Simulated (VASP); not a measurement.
Output of a VASP run:

### OUTCAR
```
 ion  position               nearest neighbor table
   1  0.333  0.667  0.997-   4 2.45   4 2.45   4 2.45   3 2.45
   2  0.667  0.333  0.497-   3 2.45   3 2.45   3 2.45   4 2.45
   3  0.333  0.667  0.378-   2 2.45   2 2.45   2 2.45   1 2.45
   4  0.667  0.333  0.878-   1 2.45   1 2.45   1 2.45   2 2.45
  LATTYP: Found a hexagonal cell.
 ALAT       =     4.0225140378
 C/A-ratio  =     1.5995542493
 Subroutine PRICEL returns:
 Original cell was already a primitive cell.
 Subroutine GETGRP returns: Found 12 space group operations
The static configuration has the point symmetry C_3v.
 The point group associated with its full space group is C_6v.
The dynamic configuration has the point symmetry C_3v.
 Subroutine INISYM returns: Found 12 space group operations
 Subroutine IBZKPT returns following result:
 Found     21 irreducible k-points:

 Following reciprocal coordinates:
            Coordinates               Weight
  0.000000  0.000000  0.000000      1.000000
  0.166667  0.000000  0.000000      6.000000
  0.333333  0.000000  0.000000      6.000000
  0.500000  0.000000  0.000000      3.000000
  0.166667  0.166667  0.000000      6.000000
  0.333333  0.166667  0.000000     12.000000
  0.333333  0.333333  0.000000      2.000000
  0.000000  0.000000  0.250000      2.000000
  0.166667  0.000000  0.250000     12.000000
  0.333333  0.000000  0.250000     12.000000
  0.500000  0.000000  0.250000      6.000000
  0.166667  0.166667  0.250000     12.000000
  0.333333  0.166667  0.250000     24.000000
  0.333333  0.333333  0.250000      4.000000
  0.000000  0.000000  0.500000      1.000000
  0.166667  0.000000  0.500000      6.000000
  0.333333  0.000000  0.500000      6.000000
  0.500000  0.000000  0.500000      3.000000
  0.166667  0.166667  0.500000      6.000000
  0.333333  0.166667  0.500000     12.000000
  0.333333  0.333333  0.500000      2.000000
   k-points           NKPTS =     21   k-points in BZ     NKDIM =     21   number of bands    NBANDS=     12
   number of dos      NEDOS =    301   number of ions     NIONS =      4
   total plane-waves  NPLWV =  43200
   dimension x,y,z NGX =    30 NGY =   30 NGZ =   48
   dimension x,y,z NGXF=    60 NGYF=   60 NGZF=   96
   ions per type =               2   2
   PREC   = accura    normal or accurate (medium, high low for compatibility)
   ISTART =      0    job   : 0-new  1-cont  2-samecut
   ICHARG =      2    charge: 1-file 2-atom 10-const
   ISPIN  =      1    spin polarized calculation?
   LNONCOLLINEAR =      F non collinear calculations
   LSORBIT =      F    spin-orbit coupling
   INIWAV =      1    electr: 0-lowe 1-rand  2-diag
   ENCUT  =  500.0 eV  36.75 Ry    6.06 a.u.   7.33  7.33 11.73*2*pi/ulx,y,z
   NELM   =    100;   NELMIN=  2; NELMDL= -5     # of ELM steps
   EDIFF  = 0.1E-05   stopping-criterion for ELM
   LREAL  =      F    real-space projection
   NLSPLINE    = F    spline interpolate recip. space projectors
   LMAXMIX     =    2 max onsite mixed and CHGCAR
   VOSKOWN=      0    Vosko Wilk Nusair interpolation
   EDIFFG = -.2E-01   stopping-criterion for IOM
   NSW    =     40    number of steps for IOM
   NBLOCK =      1;   KBLOCK =     40    inner block; outer block
   IBRION =      2    ionic relax: 0-MD 1-quasi-New 2-CG
   NFREE  =      1    steps in history (QN), initial steepest desc. (CG)
   ISIF   =      3    stress and relaxation
   ISYM   =      2    0-nonsym 1-usesym 2-fastsym
   TEIN   =    0.0    initial temperature
   TEBEG  =    0.0;   TEEND  =   0.0 temperature during run
   SMASS  =  -3.00    Nose mass-parameter (am)
   PSTRESS=   50.0 pullay stress
   NELECT =      16.0000    total number of electrons
   EFERMI =   0.00;   METHOD = LEGACY
   ISMEAR =     0;   SIGMA  =   0.05  broadening in eV -4-tet -1-fermi 0-gaus
   IALGO  =     38    algorithm
   LDIAG  =      T    sub-space diagonalisation (order eigenvalues)
   IMIX   =      4    mixing-type and parameters
     AMIX     =   0.40;   BMIX     =  1.00
     AMIX_MAG =   1.60;   BMIX_MAG =  1.00
...
```

**OSZICAR**
```
...
DAV:   4    -0.177779468946E+02    0.77202E-04   -0.44204E-04   604   0.143E-01    0.293E-01
DAV:   5    -0.177777822866E+02    0.16461E-03   -0.26377E-04   556   0.107E-01    0.939E-02
DAV:   6    -0.177777665139E+02    0.15773E-04   -0.53679E-05   556   0.421E-02    0.352E-02
DAV:   7    -0.177777658440E+02    0.66986E-06   -0.39129E-06   556   0.113E-02
   3 F= -.15166816E+02 E0= -.15166816E+02  d E =-.108773E+00
       N       E                     dE             d eps       ncg     rms          rms(c)
DAV:   1    -0.177818228980E+02   -0.40564E-02   -0.23059E-03   560   0.320E-01    0.801E-02
DAV:   2    -0.177817028082E+02    0.12009E-03   -0.27817E-04   532   0.956E-02    0.269E-02
DAV:   3    -0.177816889532E+02    0.13855E-04   -0.62337E-05   548   0.442E-02    0.191E-02
DAV:   4    -0.177816884350E+02    0.51822E-06   -0.88995E-07   372   0.703E-03
   4 F= -.15166782E+02 E0= -.15166782E+02  d E =-.108739E+00
       N       E                     dE             d eps       ncg     rms          rms(c)
DAV:   1    -0.177817589039E+02   -0.69951E-04   -0.64850E-03   520   0.525E-01    0.422E-02
DAV:   2    -0.177817139418E+02    0.44962E-04   -0.25690E-04   612   0.129E-01    0.222E-02
DAV:   3    -0.177816881132E+02    0.25829E-04   -0.30932E-05   628   0.397E-02    0.994E-03
DAV:   4    -0.177816857541E+02    0.23592E-05   -0.74039E-06   616   0.186E-02    0.481E-03
DAV:   5    -0.177816858434E+02   -0.89347E-07   -0.39332E-07   280   0.482E-03
   5 F= -.15167027E+02 E0= -.15167027E+02  d E =-.244777E-03
       N       E                     dE             d eps       ncg     rms          rms(c)
DAV:   1    -0.177821791940E+02   -0.49344E-03   -0.58449E-02   512   0.158E+00    0.129E-01
DAV:   2    -0.177817775101E+02    0.40168E-03   -0.23090E-03   612   0.387E-01    0.661E-02
DAV:   3    -0.177815446945E+02    0.23282E-03   -0.27604E-04   628   0.119E-01    0.283E-02
DAV:   4    -0.177815228256E+02    0.21869E-04   -0.67098E-05   720   0.555E-02    0.136E-02
DAV:   5    -0.177815230194E+02   -0.19382E-06   -0.29748E-06   480   0.132E-02
   6 F= -.15167630E+02 E0= -.15167630E+02  d E =-.847841E-03
       N       E                     dE             d eps       ncg     rms          rms(c)
DAV:   1    -0.177831097198E+02   -0.15869E-02   -0.23506E-01   512   0.316E+00    0.259E-01
DAV:   2    -0.177815231839E+02    0.15865E-02   -0.92458E-03   604   0.775E-01    0.133E-01
DAV:   3    -0.177805976733E+02    0.92551E-03   -0.10790E-03   624   0.235E-01    0.575E-02
DAV:   4    -0.177805068044E+02    0.90869E-04   -0.27371E-04   724   0.112E-01    0.266E-02
DAV:   5    -0.177805075312E+02   -0.72680E-06   -0.13001E-05   548   0.270E-02    0.585E-03
DAV:   6    -0.177805071863E+02    0.34488E-06   -0.93652E-07   308   0.692E-03
   7 F= -.15168253E+02 E0= -.15168253E+02  d E =-.147114E-02
       N       E                     dE             d eps       ncg     rms          rms(c)
DAV:   1    -0.177773362948E+02    0.31712E-02   -0.14808E-02   504   0.785E-01    0.919E-02
DAV:   2    -0.177773191340E+02    0.17161E-04   -0.93518E-04   588   0.236E-01    0.492E-02
DAV:   3    -0.177773052747E+02    0.13859E-04   -0.27100E-05   584   0.380E-02    0.247E-02
DAV:   4    -0.177773016695E+02    0.36052E-05   -0.11889E-05   568   0.225E-02    0.902E-03
DAV:   5    -0.177773022009E+02   -0.53141E-06   -0.11943E-06   356   0.829E-03
   8 F= -.15168513E+02 E0= -.15168513E+02  d E =-.260491E-03
```

OUTCAR:
```
------------------------ aborting loop because EDIFF is reached ----------------------------------------
  FORCE on cell =-STRESS in cart. coord.  units (eV):
  Direction    XX          YY          ZZ          XY          YZ          ZX
  --------------------------------------------------------------------------------------
  Total        2.6119190      2.6119191      2.6050065      0.0000000      0.0000000      0.0000000
  in kB       50.0599942     50.0599975     49.9275097      0.0000000      0.0000000      0.0000000
  external PRESSURE =       0.0158338 kB  Pullay stress =      50.0000000 kB
  volume of cell :       83.59
      direct lattice vectors                 reciprocal lattice vectors
     3.942773906 -0.000000000 -0.000000000     0.253628543  0.146432502 -0.000000000
    -1.971386953  3.414542479 -0.000000000     0.000000000  0.292865005 -0.000000000
     0.000000000  0.000000000  6.209335011     0.000000000  0.000000000  0.161047841
 POSITION                                       TOTAL-FORCE (eV/Angst)
 -----------------------------------------------------------------------------------
     -0.00000      2.27636      6.17626        -0.000000     -0.000000     -0.010918
      1.97139      1.13818      3.07160        -0.000000     -0.000000     -0.010918
     -0.00000      2.27636      2.36157         0.000000      0.000000      0.010918
      1.97139      1.13818      5.46624        -0.000000      0.000000      0.010918
 -----------------------------------------------------------------------------------
    total drift:                               -0.000960      0.000554      0.000146
  FREE ENERGIE OF THE ION-ELECTRON SYSTEM (eV)
  ---------------------------------------------------
  free  energy   TOTEN  =       -17.7773022009 eV

  energy  without entropy=      -17.7773022009  energy(sigma->0) =      -17.77730220
  enthalpy is  TOTEN    =       -15.1685134837 eV   P V=        2.6087887172

 reached required accuracy - stopping structural energy minimisation
```
(Selected blocks of OUTCAR.)

### POSCAR
```
MgS
1
    4.0225140378     0.0000000000     0.0000000000
   -2.0112570189     3.4835994124     0.0000000000
    0.0000000000     0.0000000000     6.4342294222
Mg S
2 2
Direct
  0.3333330000   0.6666670000   0.9969486712
  0.6666670000   0.3333330000   0.4969486712
  0.3333330000   0.6666670000   0.3780513288
  0.6666670000   0.3333330000   0.8780513288
```

Question: Reconstruct the remaining input files.

Answer: One answer among several that fit: the input of the run itself, PBEsol GGA, plane waves, VASP's PBE PAW potentials (set 64).

### INCAR
```
! general
SYSTEM =MgS
PREC   =Accurate
ENCUT  =500
LREAL  =.FALSE.
LASPH  =.TRUE.

! electronic loop
EDIFF  =1E-6
NELM   =100
ALGO   =Normal

! smearing
ISMEAR =0
SIGMA  =0.05

! functional
GGA    =PS

! ions
IBRION =2
NSW    =40
ISIF   =3
EDIFFG =-0.02
PSTRESS=50

! output
LWAVE  =.FALSE.
LCHARG =.FALSE.
```

### KPOINTS
```
Automatic mesh
0
Gamma
6 6 4
0 0 0
```

POTCAR, in this order: Mg S (PBE.64 set). Program: vasp_std.

Energy and stress use the plane-wave basis of the starting cell.

The structure was generated: MgS was put into the wurtzite type (P6_3mc), which need not be its known phase. This run relaxes it under an external pressure of 5 GPa. Symmetry was kept, so distortions that lower it aren't found.
